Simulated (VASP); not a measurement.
# Energy and pressure of CsCl-type ZnCu against k mesh in VASP (LDA, 0.05 eV smearing)

The usual rule of thumb is that each denser k mesh brings a metal closer to its converged result. We test it on ordered ZnCu, considered as a contact layer whose lattice fit and phase energy are to be computed for many strained cells.

Our brief sets three limits. The energy must lie within 5 meV/atom and the pressure within 0.2 GPa of the densest mesh, 14×14×14. The mesh may use at most 100 irreducible k points in the cubic cell, because strain lowers the symmetry and multiplies that number. Cell and atoms are fixed and only the mesh changes, so the errors are sampling errors within LDA and not distances from experiment. A positive pressure error means that the crystal pushes outwards more strongly than on the reference mesh.

## Set-up

Single-point runs at fixed cell and atoms; within a crystal every other setting is the same. Program: VASP 6.6.1, plane waves and PAW (data sets made for PBE of release 64), scalar-relativistic without spin-orbit coupling, no spin polarisation. Cutoff 400 eV; on the k meshes the divisions times the cell-vector length are 5 Å or more. Occupations: Fermi-Dirac smearing of 0.05 eV. The coarsest mesh (2×2×2) is coarse for metals and narrow gaps. Times are rough, from shared x86 server processors.

Notes on method and selection:

- The reference is the densest mesh run, which need not be fully converged.
- Without a gap the mesh has to resolve the Fermi surface, so errors need not fall smoothly.
- Runs that did not converge, have known faults or may not be shown are not listed, and runs on Ansatz's PAW sets soft_1 and soft_2 are kept to separate tables.

Columns:

- k-mesh length (Å): k-mesh length, the least over the axes of divisions times cell-vector length.
- k points: irreducible k points.
- energy error (meV/atom): energy per atom, extrapolated to zero smearing as the program prints it, minus that of the run on the densest mesh of the same crystal.
- pressure error (GPa): pressure minus that of the run on the densest mesh of the same crystal, compression positive.
- cost (core-s): processor time of the run, shared machines, rough.

## Data

| member | k-mesh length (Å) | k points | energy error (meV/atom) | pressure error (GPa) | cost (core-s) | remark |
| --- | --- | --- | --- | --- | --- | --- |
| k 2×2×2 | 5.9 | 4 | 91.43 | −4.288 | 1.8 |  |
| k 3×3×3 | 8.8 | 4 | 185.28 | 0.384 | 1.7 |  |
| k 4×4×4 | 11.8 | 10 | −20.33 | −0.928 | 2.5 |  |
| k 5×5×5 | 14.7 | 10 | −3.29 | 0.752 | 2.4 |  |
| k 7×7×7 | 20.6 | 20 | −6.60 | −0.098 | 3.5 |  |
| k 9×9×9 | 26.5 | 35 | 8.11 | 0.297 | 5.7 |  |
| k 11×11×11 | 32.4 | 56 | −0.64 | −0.097 | 8.7 |  |
| k 14×14×14 | 41.2 | 120 | 0.00 | 0.000 | 17 | known phase |

## Why the values move as they do

The errors shrink over the series as a whole, but not from each mesh to the next. The energy error grows in size at three of the six steps between 2×2×2 and 11×11×11, and the pressure error at two. From 3×3×3 to 9×9×9 the mesh length rises by a factor 26.5 / 8.8 = 3.0 and the energy error falls by 185.28 / 8.11 = 22.8. Between 5×5×5 and 9×9×9, however, it rises from 3.29 to 8.11 meV/atom in size. The pressure error changes sign at every step up to 11×11×11.

The cause to expect in a metal is the Fermi surface. The filled d bands are smooth functions of k and are summed accurately on modest meshes. The broad s-p bands cross the Fermi level, and there the occupation drops from full to empty within a narrow shell of k space. Whether a mesh point falls just inside or just outside that shell changes both the band energy and the Fermi level, which itself moves unevenly from mesh to mesh.

A free-electron estimate shows how narrow the shell is. The spacing of the densest mesh is $\Delta k = 2\pi/L$, or 2 × 3.14 / 41.2 = 0.15 Å⁻¹. The band energy changes over one spacing by $\Delta E \approx (\hbar^2/m)\,k_F\,\Delta k$. With $\hbar^2/m$ = 7.6 eV Å² and a rough $k_F$ of 1.5 Å⁻¹, from $k_F = (3\pi^2 n)^{1/3}$ with three s-p electrons per cell (one from Cu, two from Zn), this is 7.6 × 1.5 × 0.15 = 1.7 eV, some thirty times the smearing of 0.05 eV. Even this mesh therefore relies on errors cancelling around the Fermi surface, and the cancellation differs from mesh to mesh. A broader smearing, usually of Methfessel-Paxton type in metals, makes the convergence smoother.

## Members off the line

The 3×3×3 mesh has the largest energy error, 185.28 / 91.43 = 2.03 times that of the coarser 2×2×2 mesh, yet its pressure is off by only 0.384 GPa. The 5×5×5 mesh does the reverse: its energy is within 3.29 meV/atom, while its pressure misses by 0.752 GPa. These are sound runs on meshes too coarse for the Fermi surface, and a small error in one quantity says little about the other.

The 9×9×9 mesh is worse than 7×7×7 in both columns. It can be trusted as a warning: the −0.098 GPa reached at 7×7×7 did not mean that the pressure had settled.

## Price of accuracy

Between the two densest meshes each further k point costs about (17 − 8.7) / (120 − 56) = 0.13 core-s. The coarsest runs take 1.7 to 1.8 core-s for four points, most of it fixed overhead, so going below 5×5×5 saves almost nothing.

Moving from 7×7×7 to 11×11×11 costs 8.7 − 3.5 = 5.2 core-s. It cuts the energy error about tenfold and leaves the size of the pressure error unchanged.

In the cubic cell even the densest mesh is cheap. Under a general strain only the pairing of k with −k remains, and 11×11×11 needs (11 × 11 × 11 + 1) / 2 = 666 points. At the same cost per point that is roughly 90 core-s, and about twice as much for 14×14×14.

## Meeting the brief

The energy limit removes 2×2×2, 3×3×3, 4×4×4, 7×7×7 and 9×9×9. The pressure limit removes 5×5×5, and the limit on k points removes 14×14×14 with its 120. The pick is 11×11×11, with errors of −0.64 meV/atom and −0.097 GPa at 56 points. The runner-up is 7×7×7, which meets the pressure limit with 20 points but exceeds the energy limit by 6.60 − 5 = 1.60 meV/atom.

For phase energies, 1 meV/atom is roughly 0.096 kJ per mole of atoms. The pick is then off by 0.64 × 0.096 = 0.061 kJ/mol and the runner-up by 6.60 × 0.096 = 0.63 kJ/mol, both too low.

For lattice fit, a pressure error shifts the equilibrium cell length by $\delta a = a\,\Delta P/(3B)$. The table gives $a$ as 41.2 / 14 = 2.94 Å, and we take a rough bulk modulus $B$ of 120 GPa. The pick gives 2.94 × (−0.097) / (3 × 120) = −0.0008 Å, against 2.94 × 0.752 / (3 × 120) = +0.0061 Å for 5×5×5.

LDA itself makes such metals too short by roughly 2 to 3 %, here about 0.07 Å. For a fixed cell near the measured length, that agrees with the negative pressure found on every mesh: the fixed cell is stretched relative to the LDA equilibrium. This error is common to all rows and leaves the choice of mesh unchanged, but it rules out using the absolute LDA cell length for lattice fit.

The pick would fall if the converged pressure lay more than 0.2 − 0.097 = 0.103 GPa above the reference, or the converged energy more than 5 − 0.64 = 4.36 meV/atom above it. The pressure margin is thin, about the size of the last step in the series. A 15×15×15 run is the natural check, since by cubic symmetry a Γ-centred mesh of that size has the same 120 irreducible points as 14×14×14.

## Rules of thumb and their limits

From 7×7×7 upwards the listed errors stay within 8.11 meV/atom and 0.297 GPa for this crystal and smearing. Agreement between two neighbouring meshes is not a sufficient test. The energies at 5×5×5 and 7×7×7 differ by only 6.60 − 3.29 = 3.31 meV/atom, yet the next mesh moves by 8.11 + 6.60 = 14.71 meV/atom. The close match of the last two meshes deserves the same caution.

Lattice vibrations are left out. By the Grüneisen relation $P = \gamma E/V$, with a rough $\gamma$ of 2 and a vibrational energy $E$ near $3k_BT$ per atom, they would add roughly +2 GPa at room temperature and fixed cell, zero-point motion included, which is well above the pressure spread of 0.297 + 0.098 = 0.395 GPa among the meshes from 7×7×7 up.
